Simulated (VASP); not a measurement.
# Sc12C (a cell with a defect) in VASP: further runs, part 2 of 2

VASP 6.6.1. Earlier steps stand in the parts before.

### 4 Single point, PBEsol

The input, INCAR:

```
SYSTEM = Sc12C
  ALGO = Fast
  EDIFF = 1E-7
  ENCUT = 520
  GGA = PS
  ISIF = 2
  ISMEAR = 0
  LASPH = .TRUE.
  LCHARG = .FALSE.
  LREAL = .FALSE.
  LWAVE = .FALSE.
  NBANDS = 80
  NELM = 60
  PREC = Accurate
  SIGMA = 0.1
```

The input, KPOINTS:

```
k-points
0
G
  3 2 3
  0 0 0
```

The input, POSCAR:

```
Sc12C
1.0
    6.6200000000      0.0000000000      0.0000000000
   -4.9650000000      8.5996320000      0.0000000000
    0.0000000000      0.0000000000      5.2761400000
Sc C
12 1
Direct
    0.0009525980     -0.0026049952      0.0036119208
    0.1682303508      0.2229163992      0.4926209312
   -0.0229566635      0.3232630187      0.0003476026
    0.1631248626      0.5564003204      0.4923061177
    0.0043765527      0.6731705496      0.0021129083
    0.1623406582      0.8853966077      0.5038653258
    0.4953236029     -0.0027582576      0.0051446702
    0.6631795683      0.2185647014      0.5048188638
    0.5094580883      0.3246561016      0.0004544989
    0.6711433702      0.5565732348      0.4923070654
    0.5133783064      0.6855537539      0.0003614385
    0.6738459372      0.8940610482      0.5044938156
    0.3352695498      0.4474655427      1.0667664239
```

Potentials or basis: VASP PAW PBE potentials, release 64 (Sc_sv, C).

Launch:

```bash
$ cat potpaw_PBE.64/Sc_sv/POTCAR potpaw_PBE.64/C/POTCAR > POTCAR
$ mpirun -np 1 vasp_std > vasp.out
```

OUTCAR:

```text
SYSTEM = Sc12C
   EDIFF = 1E-7
   ENCUT = 520
   GGA = PS
   ISIF = 2
   ISMEAR = 0
   LASPH = .TRUE.
   LREAL = .FALSE.
   NELM = 60
   PREC = Accurate

 ion  position               nearest neighbor table
   1  0.001  0.997  0.004-  11 3.16   2 3.23   5 3.23  12 3.23  12 3.24   6 3.24   6 3.25   7 3.27
                             9 3.31   3 3.32   2 3.32   7 3.35
   2  0.168  0.223  0.493-   1 3.23   9 3.25   3 3.26  12 3.27   8 3.30   9 3.32   1 3.32  10 3.32
                             3 3.32   8 3.32   4 3.33   6 3.33
   3  0.977  0.323  0.000-  13 2.08   9 3.10   8 3.17   8 3.21   7 3.21   2 3.26   4 3.28   1 3.32
                             2 3.32   4 3.35   5 3.39
   4  0.163  0.556  0.492-   5 3.22  10 3.26   6 3.27   3 3.28  11 3.28   5 3.30   2 3.33   8 3.33
                             3 3.35  11 3.35  10 3.36  12 3.37
   5  0.004  0.673  0.002-   6 3.20   6 3.22  10 3.22   4 3.22   1 3.23   7 3.23  10 3.30   4 3.30
                            11 3.31  11 3.31   9 3.37   3 3.39
   6  0.162  0.885  0.504-   5 3.20   5 3.22   1 3.24   1 3.25   7 3.25  10 3.26   7 3.26   4 3.27
[... 1067 lines left out ...]
------------------------ aborting loop because EDIFF is reached ----------------------------------------

  FORCE on cell =-STRESS in cart. coord.  units (eV):
  Direction    XX          YY          ZZ          XY          YZ          ZX
  --------------------------------------------------------------------------------------
  -------------------------------------------------------------------------------------
  Total       -1.6595134     -1.4142052     -6.2009997      0.0349433     -0.0278152     -0.0017722
  in kB       -8.8519140     -7.5434296    -33.0763917      0.1863891     -0.1483673     -0.0094532
  external PRESSURE =     -16.4905784 kB  Pullay stress =       0.0000000 kB

 VOLUME and BASIS-vectors are now :
 -----------------------------------------------------------------------------
  energy-cutoff  :      520.00
  volume of cell :      300.37
      direct lattice vectors                 reciprocal lattice vectors
     6.620000000  0.000000000  0.000000000     0.151057402  0.087213034  0.000000000
    -4.965000000  8.599632000  0.000000000     0.000000000  0.116284046  0.000000000
     0.000000000  0.000000000  5.276140000     0.000000000  0.000000000  0.189532499

 POSITION                                       TOTAL-FORCE (eV/Angst)
 -----------------------------------------------------------------------------------
     -4.94576      8.57723      0.01906         0.007445     -0.017621     -0.034970
      0.00691      1.91700      2.59914         0.003742      0.012404     -0.250322
      4.86303      2.77994      0.00183         0.038974      0.028221     -0.101945
     -1.68264      4.78484      2.59748         0.056870     -0.022731     -0.265422
     -3.31332      5.78902      0.01115         0.005252     -0.002884     -0.066706
     -3.32130      7.61409      2.65846         0.011846     -0.006369     -0.031573
     -1.67226      8.57591      0.02714        -0.007258     -0.003171     -0.005915
      3.30507      1.87958      2.66350        -0.006155      0.009579     -0.009438
      1.76070      2.79192      0.00240        -0.057659      0.034234     -0.099991
      1.67958      4.78633      2.59748        -0.044480     -0.030663     -0.266491
     -0.00521      5.89551      0.00191         0.000429      0.006006     -0.116588
      0.02185      7.68860      2.66178        -0.007522     -0.007305     -0.019776
     -0.00218      3.84804      0.35227        -0.001485      0.000300      1.269137
 -----------------------------------------------------------------------------------
    total drift:                                0.000188      0.000669     -0.000799

  FREE ENERGIE OF THE ION-ELECTRON SYSTEM (eV)
  ---------------------------------------------------
  free  energy   TOTEN  =       -88.2161616244 eV

  energy  without entropy=      -88.0861279125  energy(sigma->0) =      -88.15114477
```

stdout:

```text
POSCAR found type information on POSCAR ScC
 POSCAR found :  2 types and      13 ions
 scaLAPACK will be used
 -----------------------------------------------------------------------------
|                                                                             |
|                                                                             |
[... 21 lines left out ...]
|     Results are often still useful ...                                      |
|                                                                             |
 -----------------------------------------------------------------------------

 POSCAR, INCAR and KPOINTS ok, starting setup
 FFT: planning ... GRIDC
 FFT: planning ... GRID_SOFT
 FFT: planning ... GRID
 WAVECAR not read
 entering main loop
```

It took 6.9 min on 1 thread of Intel Xeon 6975P-C (Granite Rapids), shared host; peak memory 0.49 GiB.

Results:

```
Free energy            : -88.2162 eV
Pressure               : -1.6 GPa
Largest force          : 1.269 eV/Å
Band gap on the k mesh : none (metal or under the smearing width)
```

Forces on the atoms (eV/Å):
```
Sc   0.007 -0.018 -0.035
Sc   0.004  0.012 -0.250
Sc   0.039  0.028 -0.102
Sc   0.057 -0.023 -0.265
Sc   0.005 -0.003 -0.067
Sc   0.012 -0.006 -0.032
Sc  -0.007 -0.003 -0.006
Sc  -0.006  0.010 -0.009
Sc  -0.058  0.034 -0.100
Sc  -0.044 -0.031 -0.266
Sc   0.000  0.006 -0.117
Sc  -0.008 -0.007 -0.020
C   -0.001  0.000  1.269
```

Caveat: the k mesh is coarse (spacing up to 0.40 Å⁻¹), so the values aren't converged; the PAW data sets were made with another functional, which shifts forces and pressure a little.

### 5 Single point, PBEsol

The input, INCAR:

```
SYSTEM = Sc12C
  PREC = Accurate
  ENCUT = 520
  EDIFF = 1E-6
  ISMEAR = 0
  SIGMA = 0.1
  LREAL = .FALSE.
  LASPH = .TRUE.
  NELM = 60
  ALGO = Fast
  ISIF = 2
  LWAVE = .FALSE.
  LCHARG = .FALSE.
  GGA = PS
  NBANDS = 80
```

The input, KPOINTS:

```
Automatic mesh
0
G
  3 2 3
  0 0 0
```

The input, POSCAR:

```
Sc12C
1.0
    6.6200000000      0.0000000000      0.0000000000
   -4.9650000000      8.5996320000      0.0000000000
    0.0000000000      0.0000000000      5.2761400000
Sc C
12 1
Direct
   -0.0016144697     -0.0042602961      0.0016332047
    0.1731168786      0.2296361714      0.5081198640
    0.0085650131      0.3359376614     -0.0128002341
    0.1676446806      0.5509291944      0.5133679737
    0.0041831599      0.6719504520      0.0078963275
    0.1699292316      0.8913012295      0.5052538352
    0.4958251342     -0.0025807807     -0.0053721762
    0.6615813271      0.2167752351      0.4919161909
    0.4980954550      0.3377900756     -0.0136574431
    0.6572015862      0.5527967501      0.5125661081
    0.4926671847      0.6591100531     -0.0083875378
    0.6673547132      0.8929887487      0.4980842634
    0.3328825056      0.4443838056      0.7498659236
```

Launch:

```bash
$ cat potpaw_PBE.64/Sc_sv/POTCAR potpaw_PBE.64/C/POTCAR > POTCAR
$ mpirun -np 1 vasp_std > vasp.out
```

Run time: 13 min. Hardware: 1 thread of Intel Xeon Platinum 8375C at 2.90GHz (Ice Lake), shared host; peak memory 0.49 GiB.

Results (log left out):

```yaml
Free_energy: -89.6473 eV
Pressure: -1.6 GPa
Largest_force: 0.032 eV/Å
Band_gap_on_the_k_mesh: none (metal or under the smearing width)
```

Forces in eV/Å, atoms in the order of the input:
```
Sc   0.001 -0.001 -0.001
Sc   0.002 -0.027 -0.017
Sc  -0.020 -0.010  0.019
Sc  -0.019  0.008 -0.015
Sc  -0.001 -0.006  0.000
Sc   0.004 -0.001  0.001
Sc  -0.005  0.001 -0.003
Sc   0.001  0.006  0.000
Sc   0.019 -0.007  0.016
Sc   0.020  0.010 -0.019
Sc  -0.002  0.027  0.017
Sc  -0.001  0.001  0.002
C    0.000 -0.001  0.000
```

Stress tensor (GPa, compression positive):
```
-1.54 -0.07 -0.04
-0.07 -1.54  0.01
-0.04  0.01 -1.58
```

Levels at points of the mesh, in eV from the Fermi level:
```csv
k point,band 65,band 66,band 67,band 68,band 69,band 70
"(0.00, 0.00, 0.00)",-0.46,-0.38,-0.28,-0.25,-0.25,-0.16
"(0.00, 0.50, 0.00)",-0.45,-0.30,-0.25,-0.24,-0.21,-0.05
```

Caveat: the k mesh is coarse (spacing up to 0.40 Å⁻¹), so the values aren't converged; the PAW data sets were made with another functional, which shifts forces and pressure a little.

### 6 Summary

| cell | further INCAR settings | gap on the mesh (eV) | pressure (GPa) | largest force (eV/Å) |
| --- | --- | --- | --- | --- |
| P1, 23.11 Å³/atom | ALGO = Fast; EDIFF = 1e-07; NBANDS = 80 | none | -1.6 | 1.27 |
| P1, 23.11 Å³/atom | ALGO = Fast; EDIFF = 1e-06; NBANDS = 80 | none | -1.5 | 0.05 |
| P-1, 23.11 Å³/atom | ALGO = Fast; EDIFF = 1e-06; NBANDS = 80 | none | -1.6 | 0.03 |

Some of these runs hold the atoms at other places in the same cell, which the table doesn't show; runs alike in all that it shows share one row.

Alike in all rows: task single point; level PBEsol; potentials or basis VASP PAW PBE potentials, release 64 (Sc_sv, C); no spin polarisation; k mesh 3 × 2 × 3; cutoff (eV) 520; smearing gaussian 0.1 eV; the mesh is coarse, so values aren't converged.

Caveats: all runs use coarse meshes; the PAW data sets were made with another functional, which shifts forces and pressure a little.

Absolute energies hang on the potentials; compare differences alone.
